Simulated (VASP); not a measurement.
Here is the system:

```
YSb
1.0
    4.29219     0.00000     0.00000
   -2.14610     3.71715     0.00000
    0.00000     0.00000     7.41907
Y Sb
2 2
Direct
  0.00000   0.00000   0.00000
  0.00000   0.00000   0.50000
  0.33333   0.66667   0.25000
  0.66667   0.33333   0.75000
```

All values below come from PBEsol GGA, VASP's PBE PAW potentials (set 64) (plane waves; VASP). Run with 400 eV cut-off, 9×9×5 Γ-centred mesh, tetrahedra with Blöchl corrections, potentials Y_sv Sb.

The cores are frozen, which limits the accuracy of field gradients.

Problem. Give the principal components of the electric field gradient (V/Å²) and the asymmetry η at each nucleus.

Solution. 
| atom | Vxx | Vyy | Vzz | η |
|---|---|---|---|---|
| Y1 | 22.3 | 22.3 | -44.6 | 0.00 |
| Y2 | 22.3 | 22.3 | -44.6 | 0.00 |
| Sb3 | -4.5 | -4.5 | 9.0 | 0.00 |
| Sb4 | -4.5 | -4.5 | 9.0 | 0.00 |

The structure was generated: YSb was put into the NiAs type type (P6_3/mmc), which need not be its known phase. It was relaxed first, which changed the volume by -32 %.
